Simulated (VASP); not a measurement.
# Al3Sc: energy against strain

Al3Sc (L1_2, Pm-3m, 16.874 Å³/atom and stress up to 0.12 GPa in the relaxed cell, cube axes along x, y and z) under an equal strain ε along x and y, with z held. PBEsol in VASP (plane waves, PAW), 480 eV, 12×12×12 Γ-centred mesh, Methfessel-Paxton smearing 0.10 eV; ions are relaxed, or left where forces stay under 0.02 eV/Å, within the symmetry of each cell.

Here s stands for strain and y for E less E0.

```csv
strain (%),E less E0 (meV/atom)
-3.00,?
-1.50,6.33
-1.00,2.89
-0.50,0.79
0.00,0.00
0.50,0.45
1.00,2.07
1.50,4.82
```

Task: Fit y against s with a parabola, and predict the withheld value at s = -3.00.

Result: Least squares gives y = 0.001 - 0.4650·s + 2.4776·s². Residuals (row less fit): 0.057, -0.054, -0.063, -0.001, 0.062, 0.056, -0.058; standard error 0.072 (degrees of freedom: 4). Twice the quadratic coefficient over the volume, 2 × 2.4776 meV × 10⁴ × 0.1602 / 16.874 Å³, is the elastic constants 2(C11 + C12) = about 470 GPa. At the withheld row, y = 0.001 - 0.4650 × (-3.0) + 2.4776 × (-3.0)² = 23.694 meV/atom. The calculation gives 25.28 meV/atom, 1.586 meV/atom above the prediction (6.3 % of the range of y in the table). The row lies outside the fitted rows, so this is an extrapolation. From the scatter of the fitted rows alone, a prediction at this place has a standard error of 0.274 meV/atom, so the miss is 5.8 times that.

A polynomial of degree 3 through the 12 other runs of the series gives 25.27 there, so most of the miss is curvature that the fit leaves out. In a metal these values are sensitive to mesh and smearing; energies are taken to zero smearing, stresses follow the free energy. The runs aren't spin-polarised. Rows are the converged runs of the series near zero and its far end, less any whose ions stayed unrelaxed beside relaxed ones; series whose fitted rows scatter by over a few per cent of the range, as at a crossing or softening among them, aren't shown in this form. Most that stay on the fit to the last digits aren't either.
